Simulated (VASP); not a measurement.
# WSe2: the band gap, functional by functional, part 3 of 3

Aim: the gap of WSe2 on one structure at many levels of theory. The starting structure is a measured crystal structure from the Crystallography Open Database. The atoms were first relaxed with LDA in that cell, in a run that isn't shown, and the relaxed structure is the one below. Meshes and data sets differ where the inputs say so.

VASP 6.6.1.

Results so far: LDA 0.915 eV; PBE 0.977 eV; r2SCAN 1.095 eV; TB-mBJ 1.173 eV; LDA + spin-orbit coupling 0.837 eV; r2SCAN + spin-orbit coupling 1.018 eV.

## Step 8: Bands with TB-mBJ + spin-orbit coupling

Level of this step: TB-mBJ, spin-orbit coupling; plane waves and PAW (W, Se) (VASP).

Input file INCAR:

```
SYSTEM = WSe2
PREC = Accurate
ENCUT = 350
EDIFF = 1E-06
NELM = 150
ISMEAR = 0
SIGMA = 0.03
LREAL = .FALSE.
ALGO = Normal
METAGGA = MBJ
LASPH = .TRUE.
LNONCOLLINEAR = .TRUE.
MAGMOM = 0 0 0 0 0 0 0 0 0 0 0 0 0 0 0 0 0 0
NBANDS = 48
GGA_COMPAT = .FALSE.
LSORBIT = .TRUE.
LMAXMIX = 4
LORBIT = 11
LWAVE = .FALSE.
LCHARG = .FALSE.
KPAR = 8
```

Input file POSCAR:

```
WSe2
1.0
    3.2820000000      0.0000000000      0.0000000000
   -1.6410000000      2.8422953752      0.0000000000
    0.0000000000      0.0000000000     12.9600000000
W Se
2 4
Direct
    0.6666666667      0.3333333333      0.7500000000
    0.3333333333      0.6666666667      0.2500000000
    0.6666666667      0.3333333333      0.3778424535
    0.3333333333      0.6666666667      0.8778424535
    0.6666666667      0.3333333333      0.1221575465
    0.3333333333      0.6666666667      0.6221575465
```

Input file KPOINTS:

```
Automatic mesh
0
Gamma
9 9 2
0 0 0
```

Input file KPOINTS_OPT:

```
Line mode
8
Line-mode
Reciprocal
  0.00000000   0.00000000   0.00000000 GAMMA
  0.50000000   0.00000000   0.00000000 M

  0.50000000   0.00000000   0.00000000 M
  0.33333333   0.33333333   0.00000000 K

  0.33333333   0.33333333   0.00000000 K
  0.00000000   0.00000000   0.00000000 GAMMA

  0.00000000   0.00000000   0.00000000 GAMMA
  0.00000000   0.00000000   0.50000000 A

  0.00000000   0.00000000   0.50000000 A
  0.50000000   0.00000000   0.50000000 L

  0.50000000   0.00000000   0.50000000 L
  0.33333333   0.33333333   0.50000000 H

  0.33333333   0.33333333   0.50000000 H
  0.00000000   0.00000000   0.50000000 A

  0.50000000   0.00000000   0.50000000 L
  0.50000000   0.00000000   0.00000000 M

  0.33333333   0.33333333   0.00000000 K
  0.33333333   0.33333333   0.50000000 H
```

Potentials, in the order of the species: W and Se (PBE family, release 64).

Started as:

```console
$ mpirun -np 8 vasp_ncl
```

What it wrote:

```text
[... set-up lines as in an earlier step ...]
 entering main loop
       N       E                     dE             d eps       ncg     rms          rms(c)
DAV:   1     0.232983592008E+04    0.23298E+04   -0.12308E+04  2304   0.957E+02
DAV:   2     0.215106379002E+04   -0.17877E+03   -0.17079E+03  3008   0.229E+02
DAV:   3     0.213829534173E+04   -0.12768E+02   -0.12601E+02  2880   0.631E+01
DAV:   4     0.213796515425E+04   -0.33019E+00   -0.32839E+00  3272   0.993E+00
[...]
DAV:  47     0.215156055713E+04    0.53338E-05   -0.20675E-09  1272   0.239E-04    0.923E-04
DAV:  48     0.215156056271E+04    0.55752E-05   -0.51295E-10  1264   0.131E-04    0.869E-04
DAV:  49     0.215156056354E+04    0.83388E-06   -0.95703E-10  1224   0.157E-04
   1 F= 0.21515606E+04 E0= 0.21515606E+04  d E =-.418132E-13  mag=    -0.0000    -0.0000     0.0000
 Start KPOINTS_OPT (optional k-point list driver)
k-point batch [1-24\72]
       N       E                     dE             ncg
DAV:   1     0.449179465219E+04   -0.12998E+05     2304
DAV:   2     0.119502713693E+03   -0.43723E+04     3016
DAV:   3    -0.191427621164E+03   -0.31093E+03     2816
DAV:   4    -0.201415398651E+03   -0.99878E+01     3280
DAV:   5    -0.201604168074E+03   -0.18877E+00     2952
DAV:   6    -0.201610596506E+03   -0.64284E-02     3368
DAV:   7    -0.201610742436E+03   -0.14593E-03     2976
DAV:   8    -0.201610748261E+03   -0.58249E-05     2616
DAV:   9    -0.201610748471E+03   -0.20981E-06     2048
[...]
k-point batch [49-72\72]
       N       E                     dE             ncg
DAV:   1     0.426206740931E+04   -0.18526E+05     2304
DAV:   2     0.184755635003E+02   -0.42436E+04     2984
DAV:   3    -0.273396978684E+03   -0.29187E+03     2896
DAV:   4    -0.280684056412E+03   -0.72871E+01     3192
DAV:   5    -0.280849456510E+03   -0.16540E+00     2936
DAV:   6    -0.280855210025E+03   -0.57535E-02     3336
DAV:   7    -0.280855322397E+03   -0.11237E-03     2872
DAV:   8    -0.280855326503E+03   -0.41058E-05     2472
DAV:   9    -0.280855326779E+03   -0.27566E-06     2040
```

Elapsed: 5.8 min, on 8 MPI ranks of Intel Xeon Platinum 8375C at 2.90GHz (Ice Lake), shared host; peak memory 3.9 GiB.

OUTCAR, selected parts (step 8):

```text
  Total       90.7873574     90.7873574     81.3015923     -0.0000000      0.0000000     -0.0000000
  in kB     1203.1594061   1203.1594061   1077.4493092     -0.0000000      0.0000000     -0.0000000
  external PRESSURE =    1161.2560405 kB  Pullay stress =       0.0000000 kB

 POSITION                                       TOTAL-FORCE (eV/Angst)
 -----------------------------------------------------------------------------------
      1.64100      0.94743      9.72000        -0.000000      0.000000     -0.000000
     -0.00000      1.89486      3.24000        -0.000000     -0.000000     -0.000000
      1.64100      0.94743      4.89684         0.000000      0.000000      0.017166
     -0.00000      1.89486     11.37684         0.000000     -0.000000      0.017166
      1.64100      0.94743      1.58316         0.000000      0.000000     -0.017166
     -0.00000      1.89486      8.06316        -0.000000      0.000000     -0.017166
 -----------------------------------------------------------------------------------
    total drift:                               -0.000000     -0.000000      0.000000

  FREE ENERGIE OF THE ION-ELECTRON SYSTEM (eV)
  ---------------------------------------------------
  free  energy   TOTEN  =      2151.5605635398 eV

  energy  without entropy=     2151.5605635398  energy(sigma->0) =     2151.56056354

 magnetization (x)
# of ion       s       p       d       tot
------------------------------------------
    1       -0.000  -0.000   0.000   0.000
    2        0.000  -0.000   0.000  -0.000
    3        0.000   0.000   0.000   0.000
    4       -0.000   0.000  -0.000  -0.000
    5       -0.000   0.000  -0.000  -0.000
    6        0.000   0.000   0.000   0.000
--------------------------------------------------
tot          0.000   0.000  -0.000   0.000

 magnetization (y)
# of ion       s       p       d       tot
------------------------------------------
    1        0.000   0.000   0.000   0.000
    2       -0.000   0.000   0.000  -0.000
    3        0.000   0.000   0.000   0.000
    4       -0.000   0.000   0.000  -0.000
    5        0.000   0.000   0.000   0.000
    6        0.000   0.000  -0.000   0.000
--------------------------------------------------
tot          0.000   0.000   0.000   0.000

[... 3 parts as in an earlier step ...]

[... 1 further part left out ...]
[key lines of the parts left out:]
E-fermi :   5.7064
```

TB-mBJ + spin-orbit coupling gives a least gap of 1.097 eV, and a least direct gap of 1.373 eV. The least gap is -0.077 eV from that of TB-mBJ.

## Step 9: Bands with HSE06

HSE06 mixes in a quarter of exact exchange at short range, at far higher cost; in semiconductors this cures much of the gap error, while metals seldom gain. This run uses a 5×5×2 mesh. Its starting orbitals come from a semilocal run on the same mesh, not shown.

Input file INCAR:

```
SYSTEM = WSe2
PREC = Accurate
ENCUT = 350
EDIFF = 1E-06
NELM = 100
ISMEAR = 0
SIGMA = 0.03
LREAL = .FALSE.
ALGO = Normal
LHFCALC = .TRUE.
AEXX = 0.25
GGA = PE
HFSCREEN = 0.2
LASPH = .TRUE.
NBANDS = 24
PRECFOCK = Fast
LORBIT = 11
LWAVE = .FALSE.
LCHARG = .FALSE.
KPAR = 4
```

POSCAR is that of step 8.

Input file KPOINTS:

```
Automatic mesh
0
Gamma
5 5 2
0 0 0
```

KPOINTS_OPT is that of step 8.

Started as:

```console
$ mpirun -np 8 vasp_std
```

What it wrote:

```text
[banner, memory and clock lines left out]
running    8 mpi-ranks, on    1 nodes
[...]
[... a notice as in an earlier step ...]

 LDA part: xc-table for (Slater+PW92), standard interpolation
 found WAVECAR, reading the header
 POSCAR, INCAR and KPOINTS ok, starting setup
[...]
reading WAVECAR
 the WAVECAR file was read successfully
 initial charge from wavefunction
 entering main loop
       N       E                     dE             d eps       ncg     rms          rms(c)
DAV:   1    -0.519293391486E+02   -0.51929E+02   -0.27698E+00   496   0.131E+01    0.948E+00
DAV:   2    -0.519252621905E+02    0.40770E-02   -0.90435E-02   544   0.164E+00    0.550E+00
DAV:   3    -0.519215092643E+02    0.37529E-02   -0.24150E-02   624   0.805E-01    0.309E+00
DAV:   4    -0.519188719230E+02    0.26373E-02   -0.36137E-03   584   0.345E-01    0.184E+00
[...]
DAV:  10    -0.519183264708E+02   -0.24246E-05   -0.17128E-06   392   0.895E-03    0.572E-02
DAV:  11    -0.519183280061E+02   -0.15354E-05   -0.61264E-07   328   0.529E-03    0.326E-02
DAV:  12    -0.519183289833E+02   -0.97715E-06   -0.26387E-07   312   0.324E-03
   1 F= -.51918329E+02 E0= -.51918329E+02  d E =-.691484E-21
 Start KPOINTS_OPT (optional k-point list driver)
k-point batch [1-10\72]
       N       E                     dE             ncg
DAV:   1     0.172191097618E+04   -0.44079E+04      480
DAV:   2    -0.186772784383E+03   -0.19087E+04      608
DAV:   3    -0.429559107058E+03   -0.24279E+03      584
DAV:   4    -0.440854366151E+03   -0.11295E+02      680
[...]
DAV:   9    -0.441462130275E+03   -0.12180E-04      424
DAV:  10    -0.441462131465E+03   -0.11905E-05      400
DAV:  11    -0.441462131603E+03   -0.13705E-06      416
[...]
k-point batch [71-72\72]
       N       E                     dE             ncg
DAV:   1     0.969040748208E+04   -0.21193E+04       96
DAV:   2     0.935379703683E+04   -0.33661E+03      112
DAV:   3     0.931506041974E+04   -0.38737E+02      128
DAV:   4     0.931360958934E+04   -0.14508E+01      120
DAV:   5     0.931358094117E+04   -0.28648E-01      120
DAV:   6     0.931358004094E+04   -0.90023E-03      120
DAV:   7     0.931357999693E+04   -0.44017E-04      128
DAV:   8     0.931357999506E+04   -0.18685E-05       96
DAV:   9     0.931357999502E+04   -0.42099E-07       80
```

Run time: 22 min. Hardware: 8 MPI ranks; peak memory 2.7 GiB; 2.9 h of CPU time.

Parts of OUTCAR (step 9):

```text
 POSITION                                       TOTAL-FORCE (eV/Angst)
 -----------------------------------------------------------------------------------
      1.64100      0.94743      9.72000        -0.000000     -0.000000     -0.000000
     -0.00000      1.89486      3.24000         0.000000     -0.000000     -0.000000
      1.64100      0.94743      4.89684         0.000000      0.000000     -0.177306
     -0.00000      1.89486     11.37684        -0.000000     -0.000000     -0.177306
      1.64100      0.94743      1.58316        -0.000000      0.000000      0.177306
     -0.00000      1.89486      8.06316         0.000000     -0.000000      0.177306
 -----------------------------------------------------------------------------------
    total drift:                                0.000000     -0.000001     -0.000013

  FREE ENERGIE OF THE ION-ELECTRON SYSTEM (eV)
  ---------------------------------------------------
  free  energy   TOTEN  =       -51.9183289833 eV

  energy  without entropy=      -51.9183289833  energy(sigma->0) =      -51.91832898

[... 1 part as in an earlier step ...]

[... 2 further parts left out ...]
[key lines of the parts left out:]
E-fermi :   5.1877
```

The log as kept lacks single lines of electronic cycles.

HSE06 gives a least gap of 1.478 eV, and a least direct gap of 1.960 eV. The least gap is +0.564 eV from that of LDA, on another mesh, which alone can move a gap by some hundredths of an eV.

## Step 10: All runs side by side

| level | gap (eV) | least direct gap (eV) | mesh | core minutes |
| --- | --- | --- | --- | --- |
| LDA | 0.915 | 1.504 | 9×9×2 | 3.07 |
| PBE | 0.977 | 1.509 | 9×9×2 | 3.47 |
| r2SCAN | 1.095 | 1.635 | 9×9×2 | 11.1 |
| TB-mBJ | 1.173 | 1.595 | 9×9×2 | 12.4 |
| LDA + spin-orbit coupling | 0.837 | 1.29 | 9×9×2 | 13.1 |
| r2SCAN + spin-orbit coupling | 1.018 | 1.42 | 9×9×2 | 47.6 |
| TB-mBJ + spin-orbit coupling | 1.097 | 1.373 | 9×9×2 | 46.7 |
| HSE06 | 1.478 | 1.96 | 5×5×2 | 176.0 |

Core minutes are wall time times ranks of the run shown, on a shared host.

## Step 11: Summary of results

```yaml
gap_lda: 0.915 eV
gap_pbe: 0.977 eV
gap_r2scan: 1.095 eV
gap_tb_mbj: 1.173 eV
gap_lda_spin_orbit_coupling: 0.837 eV
gap_r2scan_spin_orbit_coupling: 1.018 eV
gap_tb_mbj_spin_orbit_coupling: 1.097 eV
gap_hse06: 1.478 eV
```

Without spin-orbit coupling the gap of WSe2 runs from 0.915 eV (LDA) to 1.478 eV (HSE06). HSE06 gives +0.50 eV from PBE, on another mesh, which alone can move a gap by some hundredths of an eV. TB-mBJ lies -0.31 eV from HSE06, on another mesh, which alone can move a gap by some hundredths of an eV. Spin-orbit coupling changes the LDA gap by -0.078 eV. Spin-orbit coupling changes the r2SCAN gap by -0.077 eV. Spin-orbit coupling changes the TB-mBJ gap by -0.077 eV. These are gaps between Kohn-Sham or generalised Kohn-Sham levels of a static lattice, without excitons or temperature. Further runs on this material are not shown.

[Lines on the potential files, build, host, timing and source positions are cut from VASP's logs without a mark.]

[Logs are printed without paths, hosts, clocks, repeated set-up lines and the standing remarks that a program may print on its own settings, such as how far it seeks lower states.]

[Hosts, paths, dates, database ids (printed as entryN), source tags and the programs' standing remarks are cut or masked in the printed files.]
